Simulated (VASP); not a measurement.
Method: MS2 meta-GGA, VASP's PBE PAW potentials (set 64) (plane waves; VASP).

A VASP calculation is set up with these files.

File KPOINTS:
```
Automatic mesh
0
Gamma
  13 13 13
```

### INCAR
```
NSW=60   # most ionic steps
LREAL=.FALSE.
LMIXTAU=.TRUE.
ENCUT=520
LASPH=.TRUE.   # aspherical one-centre terms
ALGO=Normal   # blocked Davidson
SYSTEM=TiC
LCHARG=.FALSE.
LWAVE=.FALSE.
ISMEAR=1
ISIF=3   # ions, shape and volume
EDIFFG=-0.01
IBRION=2
SIGMA=0.1
EDIFF=1E-6
NELM=100   # most electronic steps
LMAXMIX=4   # l cut-off of mixed one-centre charges
PREC=Accurate
METAGGA=MS2
```

### POSCAR
```
TiC
1.0
  0.0000000000   2.1650000000   2.1650000000
  2.1650000000   0.0000000000   2.1650000000
  2.1650000000   2.1650000000   0.0000000000
Ti C
1 1
direct
  0.0000000000   0.0000000000   0.0000000000
  0.5000000000   0.5000000000   0.5000000000
```

POTCAR, in this order: Ti_sv C (PBE.64 set). Program: vasp_std.

The run wrote:

**OSZICAR**
```
       N       E                     dE             d eps       ncg     rms          rms(c)
DAV:   1     0.914856520768E+02    0.91486E+02   -0.79214E+03  2016   0.150E+03
DAV:   2    -0.360742269629E+02   -0.12756E+03   -0.12163E+03  2072   0.368E+02
DAV:   3    -0.450332247808E+02   -0.89590E+01   -0.86081E+01  2708   0.928E+01
DAV:   4    -0.454787630271E+02   -0.44554E+00   -0.44478E+00  2708   0.195E+01
DAV:   5    -0.454944987808E+02   -0.15736E-01   -0.15734E-01  2788   0.324E+00    0.199E+01
DAV:   6    -0.276196193032E+02    0.17875E+02   -0.53265E+01  2304   0.121E+02    0.662E+00
DAV:   7    -0.254316844324E+02    0.21879E+01   -0.16977E+01  2144   0.636E+01    0.619E+00
DAV:   8    -0.254210413445E+02    0.10643E-01   -0.70662E-01  2428   0.976E+00    0.537E+00
DAV:   9    -0.253831333606E+02    0.37908E-01   -0.12475E-01  2412   0.469E+00    0.359E+00
DAV:  10    -0.256737730843E+02   -0.29064E+00   -0.86259E-01  2220   0.148E+01    0.251E+00
DAV:  11    -0.254439829909E+02    0.22979E+00   -0.13735E+00  2184   0.135E+01    0.612E-01
DAV:  12    -0.254646211009E+02   -0.20638E-01   -0.63551E-02  2380   0.285E+00    0.794E-01
DAV:  13    -0.254680823345E+02   -0.34612E-02   -0.21832E-02  3076   0.149E+00    0.780E-01
DAV:  14    -0.254656346127E+02    0.24477E-02   -0.19065E-03  2556   0.500E-01    0.730E-01
DAV:  15    -0.254336404622E+02    0.31994E-01   -0.64503E-02  2436   0.298E+00    0.239E-01
DAV:  16    -0.254318571735E+02    0.17833E-02   -0.85495E-03  3048   0.913E-01    0.102E-01
DAV:  17    -0.254313647275E+02    0.49245E-03   -0.61082E-04  2380   0.290E-01    0.668E-02
DAV:  18    -0.254314204032E+02   -0.55676E-04   -0.17961E-04  2204   0.159E-01    0.585E-02
DAV:  19    -0.254314180481E+02    0.23551E-05   -0.20438E-05  2176   0.735E-02    0.520E-02
DAV:  20    -0.254313269450E+02    0.91103E-04   -0.26326E-05  2492   0.681E-02    0.233E-02
DAV:  21    -0.254313286807E+02   -0.17357E-05   -0.10318E-05  2580   0.331E-02    0.114E-02
DAV:  22    -0.254313002643E+02    0.28416E-04   -0.11250E-06  1160   0.165E-02    0.507E-03
DAV:  23    -0.254313060605E+02   -0.57962E-05   -0.61629E-07  1048   0.985E-03    0.365E-03
DAV:  24    -0.254313005862E+02    0.54743E-05   -0.17508E-06  1768   0.130E-02    0.794E-04
DAV:  25    -0.254313021908E+02   -0.16046E-05   -0.12129E-07  1040   0.393E-03    0.393E-04
DAV:  26    -0.254313018777E+02    0.31311E-06   -0.33741E-08  1036   0.180E-03
   1 F= -.25431302E+02 E0= -.25431204E+02  d E =-.254313E+02
       N       E                     dE             d eps       ncg     rms          rms(c)
DAV:   1    -0.254415984227E+02   -0.10296E-01   -0.22150E-01  2024   0.859E+00    0.926E-01
DAV:   2    -0.254327321181E+02    0.88663E-02   -0.50713E-02  2112   0.425E+00    0.296E-01
DAV:   3    -0.254311165517E+02    0.16156E-02   -0.91473E-03  2104   0.125E+00    0.101E-01
DAV:   4    -0.254313279367E+02   -0.21139E-03   -0.55188E-03  2120   0.122E+00    0.950E-02
DAV:   5    -0.254310085974E+02    0.31934E-03   -0.55416E-04  2168   0.307E-01    0.686E-02
DAV:   6    -0.254311659774E+02   -0.15738E-03   -0.77633E-05  2228   0.144E-01    0.627E-02
DAV:   7    -0.254310642885E+02    0.10169E-03   -0.18008E-03  2572   0.411E-01    0.418E-02
DAV:   8    -0.254310761954E+02   -0.11907E-04   -0.12454E-04  2700   0.112E-01    0.517E-02
DAV:   9    -0.254310554386E+02    0.20757E-04   -0.72249E-06  2108   0.368E-02    0.504E-02
DAV:  10    -0.254310612526E+02   -0.58141E-05   -0.10737E-06  1320   0.155E-02    0.556E-02
DAV:  11    -0.254312381772E+02   -0.17692E-03   -0.10339E-04  2800   0.106E-01    0.129E-01
DAV:  12    -0.254311567285E+02    0.81449E-04   -0.17251E-05  2588   0.514E-02    0.962E-02
DAV:  13    -0.254310739891E+02    0.82739E-04   -0.20892E-05  2736   0.485E-02    0.575E-02
DAV:  14    -0.254310111816E+02    0.62808E-04   -0.17898E-05  2588   0.445E-02    0.228E-02
DAV:  15    -0.254309883409E+02    0.22841E-04   -0.37515E-06  2416   0.165E-02    0.100E-02
DAV:  16    -0.254309785387E+02    0.98022E-05   -0.19964E-06  1780   0.103E-02    0.263E-03
DAV:  17    -0.254309759478E+02    0.25909E-05   -0.14941E-07  1020   0.518E-03    0.186E-03
DAV:  18    -0.254309743694E+02    0.15784E-05   -0.22115E-07  1008   0.420E-03    0.226E-04
DAV:  19    -0.254309742662E+02    0.10322E-06   -0.57331E-08  1008   0.261E-03
   2 F= -.25430974E+02 E0= -.25430880E+02  d E =0.327612E-03
       N       E                     dE             d eps       ncg     rms          rms(c)
DAV:   1    -0.254363506724E+02   -0.53763E-02   -0.10645E-01  2024   0.600E+00    0.644E-01
DAV:   2    -0.254324813322E+02    0.38693E-02   -0.25801E-02  2112   0.299E+00    0.211E-01
DAV:   3    -0.254314338650E+02    0.10475E-02   -0.45654E-03  2112   0.896E-01    0.714E-02
DAV:   4    -0.254315357030E+02   -0.10184E-03   -0.24281E-03  2132   0.817E-01    0.635E-02
DAV:   5    -0.254313780907E+02    0.15761E-03   -0.23326E-04  2136   0.200E-01    0.466E-02
DAV:   6    -0.254314584500E+02   -0.80359E-04   -0.40006E-05  2244   0.104E-01    0.434E-02
DAV:   7    -0.254313359078E+02    0.12254E-03   -0.79505E-04  2572   0.271E-01    0.276E-02
DAV:   8    -0.254313583108E+02   -0.22403E-04   -0.53838E-05  2708   0.728E-02    0.341E-02
DAV:   9    -0.254313638620E+02   -0.55512E-05   -0.34570E-06  2088   0.254E-02    0.338E-02
DAV:  10    -0.254313547944E+02    0.90676E-05   -0.42363E-07  1064   0.951E-03    0.383E-02
DAV:  11    -0.254313386726E+02    0.16122E-04   -0.32791E-05  2780   0.540E-02    0.756E-02
DAV:  12    -0.254313416294E+02   -0.29568E-05   -0.25778E-06  1844   0.198E-02    0.657E-02
DAV:  13    -0.254313481200E+02   -0.64906E-05   -0.10590E-06  1104   0.135E-02    0.571E-02
DAV:  14    -0.254313741648E+02   -0.26045E-04   -0.12990E-05  2480   0.451E-02    0.286E-02
DAV:  15    -0.254313976068E+02   -0.23442E-04   -0.11639E-05  2720   0.280E-02    0.672E-03
DAV:  16    -0.254314054201E+02   -0.78133E-05   -0.18510E-06  1668   0.106E-02    0.168E-03
DAV:  17    -0.254314066050E+02   -0.11849E-05   -0.18351E-07  1008   0.537E-03    0.814E-04
DAV:  18    -0.254314048693E+02    0.17357E-05   -0.61356E-08  1008   0.306E-03    0.102E-03
DAV:  19    -0.254314051327E+02   -0.26344E-06   -0.25270E-08  1008   0.140E-03
   3 F= -.25431405E+02 E0= -.25431309E+02  d E =-.103255E-03
       N       E                     dE             d eps       ncg     rms          rms(c)
DAV:   1    -0.254315209003E+02   -0.11603E-03   -0.22184E-03  2024   0.863E-01    0.930E-02
DAV:   2    -0.254314083278E+02    0.11257E-03   -0.51904E-04  2096   0.426E-01    0.302E-02
DAV:   3    -0.254314037394E+02    0.45884E-05   -0.90466E-05  2104   0.125E-01    0.103E-02
DAV:   4    -0.254314061019E+02   -0.23624E-05   -0.49674E-05  2112   0.118E-01    0.919E-03
DAV:   5    -0.254314051798E+02    0.92209E-06   -0.41661E-06  1992   0.270E-02
   4 F= -.25431405E+02 E0= -.25431309E+02  d E =-.103302E-03
```

OUTCAR:
```
------------------------ aborting loop because EDIFF is reached ----------------------------------------
  FORCE on cell =-STRESS in cart. coord.  units (eV):
  Direction    XX          YY          ZZ          XY          YZ          ZX
  --------------------------------------------------------------------------------------
  Total        0.0019090      0.0019090      0.0019090     -0.0000000      0.0000000     -0.0000000
  in kB        0.1511673      0.1511673      0.1511673     -0.0000000      0.0000000     -0.0000000
  external PRESSURE =       0.1511673 kB  Pullay stress =       0.0000000 kB
  volume of cell :       20.23
      direct lattice vectors                 reciprocal lattice vectors
     0.000000000  2.162772670  2.162772670    -0.231184723  0.231184723  0.231184723
     2.162772670  0.000000000  2.162772670     0.231184723 -0.231184723  0.231184723
     2.162772670  2.162772670  0.000000000     0.231184723  0.231184723 -0.231184723
 POSITION                                       TOTAL-FORCE (eV/Angst)
 -----------------------------------------------------------------------------------
      4.32555      4.32555      4.32555        -0.000000     -0.000000     -0.000000
      2.16277      2.16277      2.16277         0.000000      0.000000      0.000000
 -----------------------------------------------------------------------------------
    total drift:                                0.000000     -0.000000      0.000000
  FREE ENERGIE OF THE ION-ELECTRON SYSTEM (eV)
  ---------------------------------------------------
  free  energy   TOTEN  =       -25.4314051798 eV

  energy  without entropy=      -25.4311168032  energy(sigma->0) =      -25.43130905

 reached required accuracy - stopping structural energy minimisation
```
(Selected blocks of OUTCAR.)

CONTCAR:
```
TiC
   1.00000000000000
     0.0000000000000000    2.1627726696412757    2.1627726696412757
     2.1627726696412757    0.0000000000000000    2.1627726696412757
     2.1627726696412757    2.1627726696412757    0.0000000000000000
  Ti              C
     1     1
Direct
     1.0000000000000000    1.0000000000000000    1.0000000000000000
     0.5000000000000000    0.5000000000000000    0.5000000000000000
```

The compound is TiC in the rock salt structure. This run relaxes it. Symmetry was kept, so distortions that lower it aren't found.
